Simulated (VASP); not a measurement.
Input:

```xyz
2
Lattice="1.7283 -2.9934 0.0000 1.7283 2.9934 0.0000 0.0000 0.0000 5.3737" Properties=species:S:1:pos:R:3 pbc="T T T"
Lu     1.7283     0.9978     1.3434
Lu     1.6533    -0.9978     4.0303
```

All values below come from PBEsol GGA, VASP's PBE PAW potentials (set 64) (plane waves; VASP). Settings: 480 eV cut-off, 12×12×6 Γ-centred mesh, first-order Methfessel-Paxton smearing of 0.10 eV, potentials Lu_3.

### Question
Which forces act on the atoms, in eV/Å?

### Answer

```
atom      Fx      Fy     Fz
----  ------  ------  -----
Lu1   -0.129  -0.006  0.000
Lu2    0.129   0.006  0.000
```

### Question
Give the stress tensor in GPa (positive for a compressed cell).

### Answer

```
 0.12   0.27   0.00
 0.27   0.11   0.00
 0.00   0.00  -0.08
```
The pressure is its mean diagonal, 0.05 GPa.

The compound is Lu in the hcp structure. This cell was strained or had an atom moved on purpose.
